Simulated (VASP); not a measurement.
Consider the following.

```yaml
crystal:
  lattice:
    - [0.00000, 2.55249, 2.55249]
    - [2.55249, 0.00000, 2.55249]
    - [2.55249, 2.55249, 0.00000]
  atoms:
    - { symbol: Si, position: [0.00000, 0.00000, 0.00000] }
    - { symbol: Ta, position: [0.50000, 0.50000, 0.50000] }
```

These are PBEsol GGA with spin-orbit coupling, VASP's PBE PAW potentials (set 64) (plane waves; VASP) values and carry that method's errors. Settings: 400 eV cut-off, 11×11×11 Γ-centred mesh, Gaussian smearing of 0.050 eV, potentials Si Ta_pv.

### Question
Give the energies of bands 9 to 21 at the high-symmetry points, in eV from the Fermi level.

### Answer

| band | Γ | X | U | L | W |
|---|---|---|---|---|---|
| 9 | -1.53 | -4.03 | -4.67 | -6.92 | -4.15 |
| 10 | -1.53 | -4.03 | -4.67 | -6.92 | -4.15 |
| 11 | -1.53 | -3.54 | -4.01 | -3.50 | -3.85 |
| 12 | -1.53 | -3.54 | -4.01 | -3.50 | -3.85 |
| 13 | -1.20 | -0.45 | -2.26 | -3.36 | -3.72 |
| 14 | -1.20 | -0.45 | -2.26 | -3.36 | -3.72 |
| 15 | -0.60 | 0.01 | -0.61 | 1.54 | 1.15 |
| 16 | -0.60 | 0.01 | -0.61 | 1.54 | 1.15 |
| 17 | -0.60 | 0.58 | 1.81 | 1.69 | 1.64 |
| 18 | -0.60 | 0.58 | 1.81 | 1.69 | 1.64 |
| 19 | 2.16 | 1.63 | 2.87 | 2.48 | 1.77 |
| 20 | 2.16 | 1.63 | 2.87 | 2.48 | 1.77 |
| 21 | 2.48 | 2.33 | 3.06 | 4.18 | 2.47 |

It has no gap at this level: it comes out as a metal or semimetal.

The structure was generated: TaSi was put into the rocksalt type (Fm-3m), which need not be its known phase. It was relaxed first, which changed the volume by -21 %.
